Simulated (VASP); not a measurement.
# NaBi2H2 (P6/mmm) in VASP: a series of runs, part 2 of 2

VASP 6.6.1. Earlier steps stand in the parts before.

### 4 Relaxation of cell and atoms, PBE (random cell by space group and Wyckoff sites (P6/mmm, No. 191))

Contents of INCAR:

```
SYSTEM = NaBi2H2
ALGO = Fast
EDIFF = 1E-6
EDIFFG = -0.04
ENCUT = 600
GGA = PE
IBRION = 2
ISIF = 3
ISMEAR = 0
LASPH = .True.
LCHARG = .False.
LREAL = .False.
LWAVE = .False.
NELM = 100
NSW = 90
PREC = Accurate
SIGMA = 0.1
```

Contents of KPOINTS:

```
k-points
0
Gamma
  6 6 4
  0 0 0
```

Contents of POSCAR:

```
NaBi2H2
1.0
    4.8514643200      0.0000000000      0.0000000000
   -2.4257321600      4.2014913400      0.0000000000
    0.0000000000      0.0000000000      4.8735191700
Na Bi H
1 2 2
Direct
    0.0000000000      0.0000000000      0.0000000000
    0.3333333300      0.6666666700      0.0000000000
    0.6666666700      0.3333333300      0.0000000000
    0.3333333300      0.6666666700      0.5000000000
    0.6666666700      0.3333333300      0.5000000000
```

Potentials or basis: VASP PAW PBE potentials, release 64 (Na_pv, Bi_d, H).

On the command line:

```bash
$ cat potpaw_PBE.64/Na_pv/POTCAR potpaw_PBE.64/Bi_d/POTCAR potpaw_PBE.64/H/POTCAR > POTCAR
$ mpirun -np 1 vasp_std > vasp.out
```

OUTCAR:

```text
SYSTEM = NaBi2H2
   EDIFF = 1E-6
   EDIFFG = -0.04
   ENCUT = 600
   GGA = PE
   IBRION = 2
   ISIF = 3
   ISMEAR = 0
   LASPH = .True.
   LREAL = .False.
   NELM = 100
   NSW = 90
   PREC = Accurate

 ion  position               nearest neighbor table
   1  0.000  0.000  0.000-   2 2.80   3 2.80   2 2.80   3 2.80   3 2.80   2 2.80
   2  0.333  0.667  0.000-   3 2.80   1 2.80   3 2.80   1 2.80   1 2.80   3 2.80
   3  0.667  0.333  0.000-   2 2.80   1 2.80   2 2.80   1 2.80   1 2.80   2 2.80
   4  0.333  0.667  0.500-
   5  0.667  0.333  0.500-

  LATTYP: Found a hexagonal cell.
 ALAT       =     4.8514643200
 C/A-ratio  =     1.0045460192

  Lattice vectors:

 A1 = (   4.8514643200,   0.0000000000,   0.0000000000)
 A2 = (  -2.4257321600,   4.2014913400,   0.0000000000)
 A3 = (   0.0000000000,   0.0000000000,   4.8735191700)

Analysis of symmetry for initial positions (statically):
=====================================================================
[... 185 lines left out ...]
 Fermi energy:         5.5723948379

 k-point     1 :       0.0000    0.0000    0.0000
  band No.  band energies     occupation
      1     -20.4150      2.00000
      2     -20.4150      2.00000
      3     -20.2696      2.00000
      4     -18.5004      2.00000
      5     -18.5004      2.00000
      6     -18.4004      2.00000
[... 807 lines left out ...]
--------------------------------------- Ionic step        8  -------------------------------------------

 number of electron      38.9999980 magnetization

 Free energy of the ion-electron system (eV)
  ---------------------------------------------------
  ext. energy  EPLUGINS =         0.00000000
  ---------------------------------------------------
  free energy    TOTEN  =       -14.40248188 eV

  energy without entropy =      -14.39408254  energy(sigma->0) =      -14.39828221

 E-fermi :   3.3332     XC(G=0):  -8.0310

 val. band max:        3.2775174275   @ k =   0.1667  -0.0000   0.2500
 cond. band min:       3.3910559093   @ k =   0.1667  -0.0000   0.0000
 fundamental gap:      0.1135384818
 Fermi energy:         3.3332433968

 k-point     1 :       0.0000    0.0000    0.0000
  band No.  band energies     occupation
      1     -21.7181      2.00000
      2     -21.6916      2.00000
      3     -21.6916      2.00000
      4     -19.5987      2.00000
      5     -19.5987      2.00000
      6     -19.5686      2.00000
[... 567 lines left out ...]
  FREE ENERGIE OF THE ION-ELECTRON SYSTEM (eV)
  ---------------------------------------------------
  free  energy   TOTEN  =       -14.4024818772 eV

  energy  without entropy=      -14.3940825359  energy(sigma->0) =      -14.39828221

 reached required accuracy - stopping structural energy minimisation
```

Wall time 2.5 min (1 thread of Intel Xeon 6975P-C (Granite Rapids), shared host); peak memory 0.28 GiB.

What came out:

* Free energy: -14.4025 eV
* Relaxed volume: 25.16 Å³/atom
* Relaxed cell: a = 5.745 Å, b = 5.745 Å, c = 4.401 Å, α = 90.00°, β = 90.00°, γ = 120.00°
* Space group after relaxing (to 0.05 Å): P6/mmm (No. 191)
* Energy gained by relaxing: 670.3 meV/atom
* Ionic steps: 8
* Pressure after relaxing: -0.1 GPa
* Band gap on the k mesh: none (metal or under the smearing width)

Stress tensor (GPa, compression positive):
```
-0.10  0.00  0.00
 0.00 -0.10  0.00
 0.00  0.00  0.05
```

The path:
```tsv
step	energy change (eV)	largest force (eV/Å)	pressure (GPa)	volume (Å³)
1	0.0000	0.0000	18.95	99.34
2	-3.2900	0.0000	-1.82	134.32
3	-3.2920	0.0000	-1.34	131.60
4	-3.2937	0.0000	-1.49	132.38
5	-3.3456	0.0000	-0.61	128.14
6	-3.3503	0.0000	-0.23	126.56
7	-3.3503	0.0000	-0.19	126.44
8	-3.3513	0.0000	-0.05	125.80
```

Final structure:
```
Na Bi H
1.0
     5.74511    0.00000    0.00000
    -2.87256    4.97541    0.00000
     0.00000    0.00000    4.40099
Na Bi H
1 2 2
Direct
  0.00000 0.00000 0.00000
  0.33333 0.66667 0.00000
  0.66667 0.33333 0.00000
  0.33333 0.66667 0.50000
  0.66667 0.33333 0.50000
```

Caveat: the volume moved by over 15 % at a fixed basis, so the end points are rough; spin-orbit coupling is left out, which moves the levels of the heavy elements.

### 5 Single point, PBE (random cell by space group and Wyckoff sites (P6/mmm, No. 191))

Contents of INCAR:

```
PREC = Accurate ; ENCUT = 520
EDIFF = 1E-6 ; ISMEAR = 0
SIGMA = 0.1 ; LREAL = F
LASPH = T ; NELM = 60
ALGO = Fast ; ISIF = 2
LWAVE = F ; LCHARG = F
GGA = PE ; NBANDS = 28
```

Contents of KPOINTS:

```
regular mesh
0
Gamma
  9 9 10
```

Contents of POSCAR:

```
NaBi2H2
1.0
    5.8724978468      0.0000000000      0.0000000000
   -2.9362489234      5.0857323190      0.0000000000
    0.0000000000      0.0000000000      4.2512675528
Na Bi H
1 2 2
Direct
    0.0000000000      0.0000000000      0.0000000000
    0.3333333333      0.6666666667      0.0000000000
    0.6666666667      0.3333333333      0.0000000000
    0.3333333333      0.6666666667      0.5000000000
    0.6666666667      0.3333333333      0.5000000000
```

On the command line:

```bash
$ cat potpaw_PBE.64/Na_pv/POTCAR potpaw_PBE.64/Bi_d/POTCAR potpaw_PBE.64/H/POTCAR > POTCAR
$ mpirun -np 1 vasp_std > vasp.out
```

Run time: 2.6 min. Hardware: 1 thread of Intel Xeon 6975P-C (Granite Rapids), shared host; peak memory 0.4 GiB.

It converged, with:

```yaml
Free_energy: -14.6681 eV
Pressure: -0.1 GPa
Band_gap_on_the_k_mesh: none (metal or under the smearing width)
```

Levels at points of the mesh, in eV from the Fermi level:
```tsv
k point	band 17	band 18	band 19	band 20	band 21	band 22
(0.00, 0.00, 0.00)	-2.68	-1.23	-0.60	-0.22	-0.22	0.10
(0.00, 0.00, 0.50)	-4.68	-2.18	-2.18	0.46	0.46	2.97
```

Caveat: spin-orbit coupling is left out, which moves the levels of the heavy elements.

### 6 Overview

```tsv
task	cell	k mesh	cutoff (eV)	gap on the mesh (eV)	pressure (GPa)
single point	random cell by space group and Wyckoff sites (P6/mmm, No. 191)	6 × 6 × 4	520	none	0.2
relaxation of cell and atoms	relaxed from: random cell by space group and Wyckoff sites (P6/mmm, No. 191)	6 × 6 × 4	600	none	-0.1
single point	random cell by space group and Wyckoff sites (P6/mmm, No. 191)	9 × 9 × 10	520	none	-0.1
```

Alike in all rows: level PBE; potentials or basis VASP PAW PBE potentials, release 64 (Na_pv, Bi_d, H); no spin polarisation; smearing gaussian 0.1 eV.

Caveats: spin-orbit coupling is left out, which moves the levels of the heavy elements; the volume moved by over 15 % at a fixed basis, so the end points are rough (some runs).

Total energies depend on the potentials used, so only differences within one code and one set of settings carry meaning.
